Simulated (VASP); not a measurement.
# Lattice vibrations of VSi2, part 2 of 2

Wanted: whether VSi2 is dynamically stable, and its vibrational spectrum. The start is a computed cell from the Materials Project.

VASP 6.6.1; PBE, spin-polarised from a ferromagnetic start; plane waves and PAW (V, Si).

So far. Step 2 (Relax the host): The run ended after 3 ionic steps, 0.025 eV below its first step, once forces and stress met EDIFFG = -0.03. The relaxed cell has a = 4.561, c = 6.366 Å (conventional setting).

## Step 3: Tight relaxation

Force constants are second derivatives, so residual forces and stress must first be far smaller than in an ordinary relaxation. Smearing and mesh differ from the relaxation before, which can move the cell too.

File INCAR:

```
SYSTEM = VSi2
PREC = Accurate
ENCUT = 350
EDIFF = 1E-08
NELM = 120
ISMEAR = 1
SIGMA = 0.2
LREAL = .FALSE.
ALGO = Fast
GGA = PE
NBANDS = 37
ISPIN = 2
MAGMOM = 2 2 2 0 0 0 0 0 0
LASPH = .TRUE.
LMAXMIX = 4
LORBIT = 11
LWAVE = .FALSE.
LCHARG = .FALSE.
KPAR = 4
IBRION = 1
NSW = 30
ISIF = 3
EDIFFG = -0.002
POTIM = 0.4
```

File POSCAR:

```
VSi2
1.0
    4.5614133745      0.0000000000      0.0000000000
   -2.2807066873      3.9502998595      0.0000000000
    0.0000000000      0.0000000000      6.3660647948
V Si
3 6
Direct
    0.5000000000      0.0000000000      0.5000000000
    0.5000000000      0.5000000000      0.8333333333
    0.0000000000      0.5000000000      0.1666666667
    0.3252823502      0.1626411751      0.1666666667
    0.8373588249      0.1626411751      0.8333333333
    0.1626411751      0.3252823502      0.5000000000
    0.6747176498      0.8373588249      0.1666666667
    0.1626411751      0.8373588249      0.8333333333
    0.8373588249      0.6747176498      0.5000000000
```

File KPOINTS:

```
Automatic mesh
0
Gamma
8 8 5
0 0 0
```

PAW data sets: V and Si (PBE family, release 64).

Run with:

```bash
mpirun -np 4 vasp_std
```

Log:

```text
[... set-up lines as in an earlier step ...]
 entering main loop
       N       E                     dE             d eps       ncg     rms          rms(c)
DAV:   1     0.183811266149E+03    0.18381E+03   -0.99624E+03  4440   0.743E+02
DAV:   2    -0.474419761896E+02   -0.23125E+03   -0.21404E+03  4440   0.213E+02
DAV:   3    -0.688002388674E+02   -0.21358E+02   -0.19896E+02  5599   0.650E+01
DAV:   4    -0.698715102999E+02   -0.10713E+01   -0.10579E+01  7323   0.164E+01
DAV:   5    -0.698846498599E+02   -0.13140E-01   -0.13130E-01  6984   0.215E+00    0.325E+01
RMM:   6    -0.669702018424E+02    0.29144E+01   -0.48779E+01  4440   0.491E+01    0.144E+01
RMM:   7    -0.639468901114E+02    0.30233E+01   -0.95836E+00  4440   0.245E+01    0.898E+00
RMM:   8    -0.637061319425E+02    0.24076E+00   -0.31344E+00  5075   0.683E+00    0.284E+00
RMM:   9    -0.636512136991E+02    0.54918E-01   -0.52547E-01  4740   0.297E+00    0.128E+00
RMM:  10    -0.636549528238E+02   -0.37391E-02   -0.81175E-02  5212   0.111E+00    0.693E-01
RMM:  11    -0.636560806877E+02   -0.11279E-02   -0.10987E-02  5358   0.421E-01    0.472E-01
RMM:  12    -0.636570344241E+02   -0.95374E-03   -0.19817E-03  5037   0.171E-01    0.197E-01
RMM:  13    -0.636567724454E+02    0.26198E-03   -0.71503E-04  4803   0.113E-01    0.655E-02
RMM:  14    -0.636568129178E+02   -0.40472E-04   -0.30004E-04  4989   0.590E-02    0.549E-02
RMM:  15    -0.636568258585E+02   -0.12941E-04   -0.52934E-05  5538   0.284E-02    0.563E-02
RMM:  16    -0.636568572110E+02   -0.31352E-04   -0.47295E-05  4868   0.248E-02    0.185E-02
RMM:  17    -0.636568649604E+02   -0.77495E-05   -0.17832E-05  4940   0.151E-02    0.216E-02
RMM:  18    -0.636568654124E+02   -0.45197E-06   -0.28311E-06  5530   0.668E-03    0.131E-02
RMM:  19    -0.636568657296E+02   -0.31716E-06   -0.11085E-06  5051   0.399E-03    0.103E-02
RMM:  20    -0.636568656575E+02    0.72045E-07   -0.37452E-07  5032   0.231E-03    0.702E-03
RMM:  21    -0.636568655321E+02    0.12537E-06   -0.92588E-08  4500   0.145E-03    0.275E-03
RMM:  22    -0.636568654965E+02    0.35635E-07   -0.35755E-08  3853   0.883E-04    0.830E-04
RMM:  23    -0.636568654755E+02    0.21009E-07   -0.13801E-08  3376   0.547E-04    0.141E-04
RMM:  24    -0.636568654751E+02    0.41337E-09   -0.47881E-09  3240   0.370E-04
   1 F= -.63656865E+02 E0= -.63653222E+02  d E =-.636569E+02  mag=     0.0000
 BRION: g(F)=  0.119E-03 g(S)=  0.415E-03
 bond charge predicted
       N       E                     dE             d eps       ncg     rms          rms(c)
DAV:   1    -0.636572372377E+02   -0.37176E-03   -0.86809E-03  6111   0.444E-01    0.931E-02
RMM:   2    -0.636571551251E+02    0.82113E-04   -0.32616E-04  4759   0.122E-01    0.390E-02
RMM:   3    -0.636571433637E+02    0.11761E-04   -0.13735E-04  4645   0.632E-02    0.448E-02
RMM:   4    -0.636571239774E+02    0.19386E-04   -0.51747E-05  4785   0.477E-02    0.452E-03
RMM:   5    -0.636571266699E+02   -0.26925E-05   -0.22697E-05  4866   0.171E-02    0.297E-03
RMM:   6    -0.636571270797E+02   -0.40984E-06   -0.39236E-06  5440   0.853E-03    0.126E-03
RMM:   7    -0.636571271995E+02   -0.11973E-06   -0.40105E-07  4690   0.216E-03    0.725E-04
RMM:   8    -0.636571272870E+02   -0.87540E-07   -0.36483E-08  3758   0.965E-04    0.182E-04
RMM:   9    -0.636571272837E+02    0.33369E-08   -0.62121E-09  3212   0.571E-04
   2 F= -.63657127E+02 E0= -.63653505E+02  d E =-.261809E-03  mag=     0.0000
[...]
3 F= -.63657144E+02 E0= -.63653501E+02  d E =-.171532E-04  mag=    -0.0000
[...]
4 F= -.63657151E+02 E0= -.63653503E+02  d E =-.627856E-05  mag=     0.0000
 BRION: g(F)=  0.118E-05 g(S)=  0.413E-07 retain N=  1 mean eig= 0.60
 eig:   0.597
 bond charge predicted
       N       E                     dE             d eps       ncg     rms          rms(c)
DAV:   1    -0.636571514973E+02   -0.77897E-06   -0.12566E-05  5398   0.151E-02    0.180E-03
RMM:   2    -0.636571515156E+02   -0.18272E-07   -0.10384E-06  5006   0.626E-03    0.164E-03
RMM:   3    -0.636571514794E+02    0.36202E-07   -0.22585E-07  4728   0.264E-03    0.735E-04
RMM:   4    -0.636571514249E+02    0.54479E-07   -0.46465E-08  3826   0.114E-03    0.184E-04
RMM:   5    -0.636571514111E+02    0.13814E-07   -0.70611E-09  3047   0.629E-04    0.730E-05
RMM:   6    -0.636571514065E+02    0.46298E-08   -0.20524E-09  2926   0.306E-04
   5 F= -.63657151E+02 E0= -.63653500E+02  d E =-.690998E-06  mag=    -0.0000
 BRION: g(F)=  0.226E-06 g(S)=  0.773E-08 retain N=  2 mean eig= 1.45
 eig:   0.544  2.366
 reached required accuracy - stopping structural energy minimisation
```

It took 1.9 min on 4 MPI ranks of AMD EPYC 9R14 (Zen 4), shared host; peak memory 0.96 GiB; 7.4 min of CPU time.

Parts of OUTCAR (step 3):

```text
  LATTYP: Found a hexagonal cell.
 ALAT       =     4.5614133745
 C/A-ratio  =     1.3956342634

 Found     30 irreducible k-points:

   k-points           NKPTS =     30   k-points in BZ     NKDIM =     30   number of bands    NBANDS=     37

   dimension x,y,z NGX =    28 NGY =   28 NGZ =   40
   dimension x,y,z NGXF=    56 NGYF=   56 NGZF=   80

   ENCUT  =  350.0 eV  25.72 Ry    5.07 a.u.   6.96  6.96  9.71*2*pi/ulx,y,z

   NELECT =      39.0000    total number of electrons

 E-fermi :   9.9969

 spin component 1
 k-point     1 :       0.0000    0.0000    0.0000
  band No.  band energies     occupation
    ...
     16       7.8955      1.00000
     17       7.8955      1.00000
     18       8.2055      1.00000
     19       8.2055      1.00000
     20       8.3129      1.00000
     21      10.3428     -0.01728
     22      12.0453     -0.00000
     23      12.3889     -0.00000
     24      12.3889     -0.00000
     25      12.4560     -0.00000
    ...

 k-point     2 :       0.1250    0.0000    0.0000
  band No.  band energies     occupation
    ...
     16       8.0173      1.00000
     17       8.2412      1.00000
     18       8.3056      1.00000
     19       8.3917      1.00000
     20       8.4597      1.00000
     21      10.3096     -0.02476
     22      11.7661     -0.00000
     23      12.1380     -0.00000
     24      12.1766     -0.00000
     25      12.2205     -0.00000
    ...

 k-point     3 :       0.2500    0.0000    0.0000
  band No.  band energies     occupation
    ...
     16       8.3544      1.00000
     17       8.6248      1.00000
     18       8.6349      1.00000
     19       8.9794      1.00000
     20       8.9834      1.00000
     21      10.1073      0.10274
     22      11.5157     -0.00000
     23      11.7209     -0.00000
     24      11.8268     -0.00000
     25      11.8713     -0.00000
    ...

 k-point     4 :       0.3750    0.0000    0.0000
  band No.  band energies     occupation
    ...
     17       9.0745      1.00000
     18       9.3332      1.00001
     19       9.6845      1.02481
     20       9.7768      1.03267
     21       9.9841      0.55431
     22      11.2264     -0.00000
     23      11.4801     -0.00000
     24      11.5927     -0.00000
     25      11.9620     -0.00000
     26      12.0028     -0.00000
    ...

  Total       -0.0008786     -0.0008786     -0.0005088      0.0000000      0.0000000      0.0000000
  in kB       -0.0122758     -0.0122758     -0.0071089      0.0000000      0.0000000      0.0000000
  external PRESSURE =      -0.0105535 kB  Pullay stress =       0.0000000 kB

  energy-cutoff  :      350.00
  volume of cell :      114.67
      direct lattice vectors                 reciprocal lattice vectors
     4.563043918 -0.000000000 -0.000000000     0.219151956  0.126527441  0.000000000
    -2.281521959  3.951711952  0.000000000     0.000000000  0.253054882  0.000000000
    -0.000000000 -0.000000000  6.359376338     0.000000000 -0.000000000  0.157248124

 POSITION                                       TOTAL-FORCE (eV/Angst)
 -----------------------------------------------------------------------------------
      2.28152     -0.00000      3.17969        -0.000000      0.000000     -0.000000
      1.14076      1.97586      5.29948        -0.000000      0.000000      0.000000
     -1.14076      1.97586      1.05990        -0.000000      0.000000      0.000000
      1.11440      0.64340      1.05990         0.000856      0.000494     -0.000000
      3.44864      0.64340      5.29948        -0.000856      0.000494      0.000000
     -0.00000      1.28680      3.17969        -0.000000      0.000989     -0.000000
      1.16712      3.30831      1.05990        -0.000856     -0.000494     -0.000000
     -1.16712      3.30831      5.29948         0.000856     -0.000494      0.000000
      2.28152      2.66491      3.17969         0.000000     -0.000989     -0.000000
 -----------------------------------------------------------------------------------
    total drift:                               -0.000000     -0.000000     -0.000000

  FREE ENERGIE OF THE ION-ELECTRON SYSTEM (eV)
  ---------------------------------------------------
  free  energy   TOTEN  =       -63.6571514065 eV

  energy  without entropy=      -63.6461964149  energy(sigma->0) =      -63.65349974

 total charge
# of ion       s       p       d       tot
------------------------------------------
    1        0.435   0.724   3.779   4.938
    2        0.435   0.724   3.779   4.938
    3        0.435   0.724   3.779   4.938
    4        0.753   0.887   0.000   1.641
    5        0.753   0.887   0.000   1.641
    6        0.753   0.887   0.000   1.641
    7        0.753   0.887   0.000   1.641
    8        0.753   0.887   0.000   1.641
    9        0.753   0.887   0.000   1.641
--------------------------------------------------
tot          5.823   7.497  11.336  24.656

 magnetization (x)
# of ion       s       p       d       tot
------------------------------------------
    1        0.000   0.000  -0.000  -0.000
    2        0.000   0.000  -0.000  -0.000
    3        0.000   0.000  -0.000  -0.000
    4        0.000  -0.000   0.000  -0.000
    5        0.000  -0.000   0.000  -0.000
    6        0.000  -0.000   0.000  -0.000
    7        0.000  -0.000   0.000  -0.000
    8        0.000  -0.000   0.000  -0.000
    9        0.000  -0.000   0.000  -0.000
--------------------------------------------------
tot          0.000  -0.000  -0.000  -0.000

[... 3 parts as in an earlier step ...]

[... 6 further parts left out ...]
```

The moments of the start collapse, so the state is non-magnetic; other starts or orders were not tried.

The steps of the relaxation:

```
step  energy less that of the first step (eV)  largest force (eV/Å)  pressure (GPa)  volume (Å³)
   1                                   0.0000                0.0227           -0.08       114.71
   2                                  -0.0003                0.0086            0.08       114.62
   3                                  -0.0003                0.0044           -0.03       114.69
   4                                  -0.0003                0.0023            0.00       114.67
   5                                  -0.0003                0.0010            0.00       114.67
```

```
conventional cell, symmetrised  before  after  change
                         a (Å)   4.561  4.563  +0.0 %
                         b (Å)   4.561  4.563  +0.0 %
                         c (Å)   6.366  6.359  -0.1 %
              volume (Å³/atom)   12.75  12.74  -0.0 %
```

The relaxed structure:

```xyz
9
Lattice="4.5630 0.0000 0.0000 -2.2815 3.9517 0.0000 0.0000 0.0000 6.3594" Properties=species:S:1:pos:R:3 pbc="T T T"
V     2.2815    0.0000    3.1797
V     1.1408    1.9759    5.2995
V    -1.1408    1.9759    1.0599
Si    1.1144    0.6434    1.0599
Si    3.4486    0.6434    5.2995
Si    0.0000    1.2868    3.1797
Si    1.1671    3.3083    1.0599
Si   -1.1671    3.3083    5.2995
Si    2.2815    2.6649    3.1797
```

This step gave:

| Item | Value |
| --- | --- |
| electronic cycles | 57 |
| free energy (TOTEN) | -63.6572 eV |
| energy at zero smearing | -63.6535 eV |
| Fermi energy | 9.997 eV |
| pressure | -0.001055 GPa |

The spin moment in the PAW sphere vanishes on all atoms.

The run ended after 5 ionic steps, 0.000 eV below its first step, once forces and stress met EDIFFG = -0.002.

## Step 4: Force constants in the supercell

System of this step: VSi2. Symmetry: P6_222, No. 180, hexagonal system. Conventional cell: a = 4.563 Å, b = 4.563 Å, c = 6.359 Å, α = 90.00°, β = 90.00°, γ = 120.00°. V has 10 Si at 2.50 to 2.66 Å nearest. Nearest to V lie 10 Si at 2.50 to 2.66 Å. Si has 5 Si at 2.48 to 2.67 Å and 5 V at 2.50 to 2.66 Å nearest. Nearest to Si lie 5 Si at 2.48 to 2.67 Å and 5 V at 2.50 to 2.66 Å. Farther neighbours are not listed.

Each independent atom is moved by 0.015 Å both ways; the forces give the force constants out to half the supercell.

File INCAR:

```
SYSTEM = VSi2
PREC = Accurate
ENCUT = 350
EDIFF = 1E-07
NELM = 120
ISMEAR = 1
SIGMA = 0.2
LREAL = Auto
ALGO = Fast
GGA = PE
NBANDS = 118
ISPIN = 2
MAGMOM = 2 2 2 2 2 2 2 2 2 2 2 2 0 0 0 0 0 0 0 0 0 0 0 0 0 0 0 0 0 0 0 0 0 0 0 0
LASPH = .TRUE.
LMAXMIX = 4
LWAVE = .FALSE.
LCHARG = .FALSE.
KPAR = 4
IBRION = 6
NSW = 1
NFREE = 2
POTIM = 0.015
ISIF = 0
ADDGRID = .TRUE.
```

File POSCAR:

```
VSi2
1.0
   -6.8445658770      3.9517119516      6.3593763380
    6.8445658770     -3.9517119516      6.3593763380
    2.2815219590      3.9517119516     -6.3593763380
V Si
12 24
Direct
    0.2500000000      0.5000000000      0.2500000000
    0.7500000000      0.0000000000      0.2500000000
    0.7500000000      0.5000000000      0.7500000000
    0.2500000000      0.0000000000      0.7500000000
    0.6666666666      0.6666666666      0.5000000000
    0.1666666667      0.1666666667      0.5000000000
    0.1666666667      0.6666666666      0.0000000000
    0.6666666666      0.1666666666      0.0000000000
    0.3333333334      0.0833333334      0.2500000000
    0.8333333334      0.5833333334      0.2500000000
    0.8333333334      0.0833333334      0.7500000000
    0.3333333333      0.5833333333      0.7500000000
    0.1647413273      0.2461493212      0.2442239817
    0.6647413272      0.7461493212      0.2442239817
    0.6647413273      0.2461493212      0.7442239817
    0.1647413272      0.7461493211      0.7442239817
    0.4980746606      0.8352586728      0.5000000000
    0.9980746605      0.3352586727      0.5000000000
    0.9980746606      0.8352586728      0.0000000000
    0.4980746605      0.3352586728      0.0000000000
    0.4128159878      0.3314079939      0.2442239817
    0.9128159878      0.8314079939      0.2442239817
    0.9128159878      0.3314079939      0.7442239817
    0.4128159878      0.8314079939      0.7442239817
    0.5019253395      0.4205173456      0.7557760183
    0.0019253394      0.9205173456      0.7557760183
    0.0019253395      0.4205173455      0.2557760183
    0.5019253394      0.9205173455      0.2557760183
    0.8352586728      0.4980746605      0.5000000000
    0.3352586728      0.9980746605      0.5000000000
    0.3352586728      0.4980746605      0.0000000000
    0.8352586728      0.9980746606      0.0000000000
    0.5871840122      0.6685920061      0.7557760183
    0.0871840122      0.1685920061      0.7557760183
    0.0871840122      0.6685920061      0.2557760183
    0.5871840122      0.1685920061      0.2557760183
```

File KPOINTS:

```
Automatic mesh
0
Gamma
7 7 7
0 0 0
```

Run with:

```bash
mpirun -np 4 vasp_std
```

Log:

```text
[banner, memory and clock lines left out]
running    4 mpi-ranks, on    1 nodes
[...]
LDA part: xc-table for (Slater+PW92), standard interpolation
 POSCAR, INCAR and KPOINTS ok, starting setup
[...]
entering main loop
       N       E                     dE             d eps       ncg     rms          rms(c)
DAV:   1     0.986771417431E+03    0.98677E+03   -0.39296E+04 30208   0.951E+02
DAV:   2    -0.846436989435E+02   -0.10714E+04   -0.10144E+04 30208   0.296E+02
DAV:   3    -0.266599625690E+03   -0.18196E+03   -0.16470E+03 42236   0.116E+02
DAV:   4    -0.279111558892E+03   -0.12512E+02   -0.12178E+02 50176   0.401E+01
[...]
RMM:  23    -0.254620235645E+03    0.79361E-05   -0.13357E-05 32909   0.112E-02    0.599E-03
RMM:  24    -0.254620235273E+03    0.37195E-06   -0.73373E-06 34697   0.440E-03    0.250E-03
RMM:  25    -0.254620235324E+03   -0.50211E-07   -0.67004E-07 26145   0.203E-03
   1 F= -.25462024E+03 E0= -.25459800E+03  d E =-.667046E-01  mag=     0.0001
 Found    10 degrees of freedom:
 Finite differences POTIM= 0.01500 DOF=  10
[...]
N       E                     dE             d eps       ncg     rms          rms(c)
DAV:   1    -0.254618650779E+03    0.15845E-02   -0.26923E-01 93830   0.106E+00    0.142E-01
RMM:   2    -0.254618489702E+03    0.16108E-03   -0.27096E-03 85621   0.256E-01    0.143E-01
RMM:   3    -0.254618566942E+03   -0.77240E-04   -0.17849E-03 94643   0.129E-01    0.139E-01
RMM:   4    -0.254618293752E+03    0.27319E-03   -0.73783E-04105752   0.727E-02    0.266E-02
[...]
RMM:  10    -0.254618282340E+03   -0.26832E-06   -0.18081E-06 86536   0.340E-03    0.460E-03
RMM:  11    -0.254618282111E+03    0.22875E-06   -0.36935E-07 66613   0.236E-03    0.108E-03
RMM:  12    -0.254618282090E+03    0.21426E-07   -0.20255E-07 58574   0.154E-03
   2 F= -.25461828E+03 E0= -.25459605E+03  d E =-.667024E-01  mag=     0.0000
 Finite differences progress:
  Degree of freedom:   1/ 10
  Displacement:        1/  2
  Total:               1/ 20
[...]
N       E                     dE             d eps       ncg     rms          rms(c)
DAV:   1    -0.254620282434E+03   -0.20003E-02   -0.74019E-01 87744   0.175E+00    0.286E-01
RMM:   2    -0.254619437875E+03    0.84456E-03   -0.90895E-03 86132   0.457E-01    0.306E-01
RMM:   3    -0.254619329589E+03    0.10829E-03   -0.48006E-03 88616   0.254E-01    0.269E-01
RMM:   4    -0.254618375104E+03    0.95449E-03   -0.33942E-03105821   0.158E-01    0.731E-02
RMM:   5    -0.254618367333E+03    0.77706E-05   -0.58018E-04 89043   0.680E-02    0.755E-02
RMM:   6    -0.254618298075E+03    0.69258E-04   -0.21643E-04 82621   0.560E-02    0.428E-02
RMM:   7    -0.254618305246E+03   -0.71715E-05   -0.32216E-04107845   0.421E-02    0.326E-02
```

The job ended after 3.1 h (4 MPI ranks).

The run was stopped at its time limit, so it gives no result of its own.

## Step 5: Results

* result: none

**Reading.** The session ends without its result: «force constants in the supercell» met its time limit.

[Lines on the potential files, build, host, timing and source positions are cut from VASP's logs without a mark.]

[Logs are printed without paths, hosts, clocks, repeated set-up lines and the standing remarks that a program may print on its own settings, such as how far it seeks lower states.]

[Hosts, paths, dates, database ids (printed as entryN), source tags and the programs' standing remarks are cut or masked in the printed files.]

[Runs that stopped without an error message from VASP are left out.]
